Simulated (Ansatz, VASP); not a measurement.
# W2CN4 in VASP and in Ansatz

```
W C N
1.0
     0.00000    3.97080    3.97080
     3.97080    0.00000    3.97080
     3.97080    3.97080    0.00000
W C N
4 2 8
Direct
  0.62500 0.12500 0.62500
  0.62500 0.62500 0.12500
  0.12500 0.62500 0.62500
  0.62500 0.62500 0.62500
  0.00000 0.00000 0.00000
  0.25000 0.25000 0.25000
  0.89075 0.89075 0.32776
  0.89075 0.32776 0.89075
  0.32776 0.89075 0.89075
  0.89075 0.89075 0.89075
  0.35925 0.92224 0.35925
  0.35925 0.35925 0.92224
  0.35925 0.35925 0.35925
  0.92224 0.35925 0.35925
```

Alike in both runs: functional PBE; k mesh 8 × 8 × 8; occupations gaussian, width 0.1 eV; no spin polarisation.

Ansatz relaxed the structure, and its values are those at the end. VASP's run is a single point on that final structure, the one shown.

|  | VASP | Ansatz |
| --- | --- | --- |
| version | VASP 6.6.1 | Ansatz 0.2.0 |
| potentials or method | VASP PAW PBE potentials, release 64 (W_sv, C, N) | scalar-relativistic, plane waves, PAW |
| plane-wave cutoff (eV) | 520 | 420 |
| valence electrons in the cell | 104 | 104 |

```csv
,VASP,Ansatz,Ansatz less VASP
gap on the k mesh at the Fermi level (eV),none,none,-
pressure (GPa),1.3,0.0,-1.31
rms of the force components (eV/Å),0.023,0.001,-0.0218
```

A gap of «none» marks a metal or a gap that the smearing closes.

Spin-orbit coupling is left out, which matters for the levels of W.
